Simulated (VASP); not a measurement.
Output of a VASP run:

**OSZICAR**
```
...
DAV:   1    -0.252783064628E+03    0.88322E-04   -0.50371E-01   704   0.116E+00    0.229E-01
RMM:   2    -0.252785545212E+03   -0.24806E-02   -0.28859E-02   640   0.267E-01    0.926E-02
RMM:   3    -0.252786072285E+03   -0.52707E-03   -0.47939E-03   678   0.111E-01    0.941E-02
RMM:   4    -0.252786064712E+03    0.75734E-05   -0.56315E-04   651   0.417E-02    0.575E-02
RMM:   5    -0.252786060672E+03    0.40399E-05   -0.20540E-04   637   0.239E-02    0.224E-02
RMM:   6    -0.252786063513E+03   -0.28408E-05   -0.40998E-05   456   0.113E-02
  10 F= -.25278606E+03 E0= -.25278430E+03  d E =-.218770E-01  mag=     2.0000
       N       E                     dE             d eps       ncg     rms          rms(c)
DAV:   1    -0.252790005237E+03   -0.39446E-02   -0.37993E-01   656   0.107E+00    0.213E-01
RMM:   2    -0.252792029710E+03   -0.20245E-02   -0.24200E-02   640   0.266E-01    0.728E-02
RMM:   3    -0.252792433389E+03   -0.40368E-03   -0.39499E-03   681   0.108E-01    0.569E-02
RMM:   4    -0.252792418387E+03    0.15002E-04   -0.44668E-04   644   0.401E-02    0.336E-02
RMM:   5    -0.252792420364E+03   -0.19770E-05   -0.13896E-04   640   0.210E-02    0.148E-02
RMM:   6    -0.252792422388E+03   -0.20241E-05   -0.27273E-05   438   0.957E-03
  11 F= -.25279242E+03 E0= -.25279058E+03  d E =-.635888E-02  mag=     2.0000
       N       E                     dE             d eps       ncg     rms          rms(c)
DAV:   1    -0.252792622580E+03   -0.20222E-03   -0.77053E-02   720   0.485E-01    0.959E-02
RMM:   2    -0.252793038877E+03   -0.41630E-03   -0.49918E-03   640   0.121E-01    0.338E-02
RMM:   3    -0.252793123502E+03   -0.84625E-04   -0.82559E-04   681   0.494E-02    0.265E-02
RMM:   4    -0.252793120081E+03    0.34213E-05   -0.93963E-05   570   0.184E-02
  12 F= -.25279312E+03 E0= -.25279122E+03  d E =-.705657E-02  mag=     2.0000
       N       E                     dE             d eps       ncg     rms          rms(c)
DAV:   1    -0.252794182166E+03   -0.10587E-02   -0.16050E-01   672   0.721E-01    0.138E-01
RMM:   2    -0.252795050768E+03   -0.86860E-03   -0.10548E-02   640   0.182E-01    0.509E-02
RMM:   3    -0.252795224856E+03   -0.17409E-03   -0.17520E-03   680   0.739E-02    0.350E-02
RMM:   4    -0.252795219536E+03    0.53201E-05   -0.19815E-04   649   0.275E-02    0.189E-02
RMM:   5    -0.252795220857E+03   -0.13213E-05   -0.56788E-05   522   0.140E-02
  13 F= -.25279522E+03 E0= -.25279333E+03  d E =-.210078E-02  mag=     2.0000
       N       E                     dE             d eps       ncg     rms          rms(c)
DAV:   1    -0.252795225797E+03   -0.62609E-05   -0.18472E-03   752   0.777E-02    0.163E-02
RMM:   2    -0.252795236577E+03   -0.10780E-04   -0.13864E-04   639   0.208E-02    0.746E-03
RMM:   3    -0.252795239016E+03   -0.24388E-05   -0.24685E-05   407   0.890E-03    0.497E-03
RMM:   4    -0.252795239117E+03   -0.10176E-06   -0.35723E-06   315   0.345E-03
  14 F= -.25279524E+03 E0= -.25279335E+03  d E =-.211904E-02  mag=     2.0000
       N       E                     dE             d eps       ncg     rms          rms(c)
DAV:   1    -0.252795547709E+03   -0.30869E-03   -0.56994E-02   672   0.425E-01    0.104E-01
RMM:   2    -0.252795838845E+03   -0.29114E-03   -0.34619E-03   640   0.104E-01    0.308E-02
RMM:   3    -0.252795894657E+03   -0.55812E-04   -0.55504E-04   680   0.421E-02    0.277E-02
RMM:   4    -0.252795892654E+03    0.20030E-05   -0.70340E-05   522   0.162E-02
  15 F= -.25279589E+03 E0= -.25279400E+03  d E =-.653537E-03  mag=     2.0000
```

**OUTCAR**
```
------------------------ aborting loop because EDIFF is reached ----------------------------------------
  FORCE on cell =-STRESS in cart. coord.  units (eV):
  Direction    XX          YY          ZZ          XY          YZ          ZX
  --------------------------------------------------------------------------------------
  Total        1.2187264      1.2409989      1.1699046      0.8312795      0.8351635      0.8498652
  in kB        1.2764664      1.2997942      1.2253316      0.8706633      0.8747313      0.8901296
  external PRESSURE =       1.2671974 kB  Pullay stress =       0.0000000 kB
  volume of cell :     1529.70
      direct lattice vectors                 reciprocal lattice vectors
    11.522210422  0.000000000  0.000000000     0.086788903  0.000000000  0.000000000
     0.000000000 11.522210422  0.000000000     0.000000000  0.086788903  0.000000000
     0.000000000  0.000000000 11.522210422     0.000000000  0.000000000  0.086788903
  FREE ENERGIE OF THE ION-ELECTRON SYSTEM (eV)
  ---------------------------------------------------
  free  energy   TOTEN  =      -252.7958926542 eV

  energy  without entropy=     -252.7921102278  energy(sigma->0) =     -252.79400144

 total charge

# of ion       s       p       d       tot
------------------------------------------
    1        1.068   1.128   0.121   2.317
    2        1.069   1.117   0.120   2.306
    3        1.069   1.117   0.120   2.307
    4        1.064   1.138   0.124   2.326
    5        1.068   1.127   0.121   2.316
    6        1.069   1.117   0.120   2.306
    7        1.063   1.139   0.124   2.326
    8        1.068   1.128   0.121   2.317
    9        1.065   1.127   0.122   2.314
   10        1.069   1.117   0.120   2.307
   11        1.065   1.127   0.123   2.315
   12        1.063   1.139   0.124   2.327
   13        1.063   1.139   0.124   2.327
   14        1.064   1.138   0.124   2.326
   15        1.060   1.135   0.124   2.320
   16        1.069   1.117   0.120   2.306
   17        1.060   1.136   0.124   2.320
   18        1.063   1.139   0.124   2.327
   19        1.069   1.116   0.120   2.305
   20        1.065   1.126   0.122   2.314
   21        1.064   1.133   0.124   2.322
   22        1.064   1.138   0.124   2.327
   23        1.060   1.136   0.124   2.320
   24        1.064   1.133   0.124   2.322
   25        1.072   1.132   0.123   2.327
   26        1.065   1.133   0.124   2.322
   27        1.063   1.139   0.124   2.327
   28        1.072   1.132   0.123   2.328
   29        1.063   1.139   0.124   2.326
   30        1.072   1.132   0.123   2.327
   31        1.062   1.136   0.124   2.321
   32        1.248   1.489   0.022   2.759
   33        1.200   1.586   0.024   2.810
   34        1.200   1.586   0.024   2.810
   35        1.200   1.586   0.024   2.809
   36        1.248   1.489   0.022   2.759
   37        1.200   1.586   0.024   2.810
   38        1.207   1.575   0.024   2.805
   39        1.249   1.489   0.022   2.759
   40        1.203   1.585   0.024   2.812
   41        1.200   1.586   0.024   2.810
   42        1.203   1.585   0.024   2.812
   43        1.207   1.575   0.024   2.805
   44        1.207   1.575   0.024   2.805
   45        1.200   1.586   0.024   2.809
   46        1.200   1.586   0.024   2.810
   47        1.200   1.586   0.024   2.809
   48        1.200   1.587   0.024   2.811
...
```
(Selected blocks of OUTCAR.)

**POSCAR**
```
Ga31As31Te
1
   11.5222104216     0.0000000000     0.0000000000
    0.0000000000    11.5222104216    -0.0000000000
   -0.0000000000    -0.0000000000    11.5222104216
Ga As Te
31 31 1
Direct
  0.5000000000   0.0000000000   0.0000000000
  0.7500000000   0.2500000000   0.0000000000
  0.7500000000   0.0000000000   0.2500000000
  0.0000000000   0.0000000000   0.0000000000
  0.2500000000   0.2500000000   0.0000000000
  0.5000000000   0.5000000000   0.0000000000
  0.7500000000   0.7500000000   0.0000000000
  0.2500000000   0.0000000000   0.2500000000
  0.7500000000   0.5000000000   0.2500000000
  0.5000000000   0.0000000000   0.5000000000
  0.7500000000   0.2500000000   0.5000000000
  0.7500000000   0.0000000000   0.7500000000
  0.0000000000   0.5000000000   0.0000000000
  0.2500000000   0.7500000000   0.0000000000
  0.0000000000   0.2500000000   0.2500000000
  0.2500000000   0.5000000000   0.2500000000
  0.5000000000   0.7500000000   0.2500000000
  0.0000000000   0.0000000000   0.5000000000
  0.2500000000   0.2500000000   0.5000000000
  0.5000000000   0.5000000000   0.5000000000
  0.7500000000   0.7500000000   0.5000000000
  0.2500000000   0.0000000000   0.7500000000
  0.5000000000   0.2500000000   0.7500000000
  0.7500000000   0.5000000000   0.7500000000
  0.0000000000   0.7500000000   0.2500000000
  0.0000000000   0.5000000000   0.5000000000
  0.2500000000   0.7500000000   0.5000000000
  0.0000000000   0.2500000000   0.7500000000
  0.2500000000   0.5000000000   0.7500000000
  0.5000000000   0.7500000000   0.7500000000
  0.0000000000   0.7500000000   0.7500000000
  0.6260480000   0.1214450000   0.1260630000
  0.8750000000   0.3750000000   0.1250000000
  0.8750000000   0.1250000000   0.3750000000
  0.1250000000   0.1250000000   0.1250000000
  0.3777300000   0.3775350000   0.1240700000
  0.6250000000   0.6250000000   0.1250000000
  0.8750000000   0.8750000000   0.1250000000
  0.3785540000   0.1216630000   0.3719680000
  0.8750000000   0.6250000000   0.3750000000
  0.6250000000   0.1250000000   0.6250000000
  0.8750000000   0.3750000000   0.6250000000
  0.8750000000   0.1250000000   0.8750000000
  0.1250000000   0.6250000000   0.1250000000
  0.3750000000   0.8750000000   0.1250000000
  0.1250000000   0.3750000000   0.3750000000
  0.3750000000   0.6250000000   0.3750000000
  0.6250000000   0.8750000000   0.3750000000
  0.1250000000   0.1250000000   0.6250000000
  0.3750000000   0.3750000000   0.6250000000
  0.6250000000   0.6250000000   0.6250000000
  0.8750000000   0.8750000000   0.6250000000
  0.3750000000   0.1250000000   0.8750000000
  0.6250000000   0.3750000000   0.8750000000
  0.8750000000   0.6250000000   0.8750000000
  0.1250000000   0.8750000000   0.3750000000
  0.1250000000   0.6250000000   0.6250000000
  0.3750000000   0.8750000000   0.6250000000
  0.1250000000   0.3750000000   0.8750000000
  0.3750000000   0.6250000000   0.8750000000
  0.6250000000   0.8750000000   0.8750000000
  0.1250000000   0.8750000000   0.8750000000
  0.6275430000   0.3764600000   0.3769490000
```

**Question.** Reconstruct the remaining input files.

**Answer.** Several could match; the one computed here: the input of the run itself, PBE GGA, plane waves, VASP's PBE PAW potentials (set 64).

### INCAR
```
SYSTEM = Ga31As31Te
PREC = Normal
ENCUT = 400
EDIFF = 1E-5
NELM = 100
ALGO = Fast
LREAL = Auto
LASPH = .TRUE.
ISMEAR = 0
SIGMA = 0.05
GGA = PE
LMAXMIX = 4
LWAVE = .TRUE.
LCHARG = .FALSE.
NELMIN = 4
ISYM = 0
ISPIN = 2
NUPDOWN = 2
MAGMOM = 63*0.0317
LORBIT = 10
IBRION = 2
ISIF = 2
NSW = 70
EDIFFG = -0.03
```

**KPOINTS**
```
Automatic mesh
0
gamma
  1 1 1
```

POTCAR, in this order: Ga As Te (PBE.64 set). Program: vasp_gam.

The supercell is sampled at Γ alone, which is coarse: total energies, pressure and levels can be off, energies of defects by several tenths of an eV.

The cell is a supercell with a defect, built from GaAs (zinc blende): Te_As-vac_Ga.
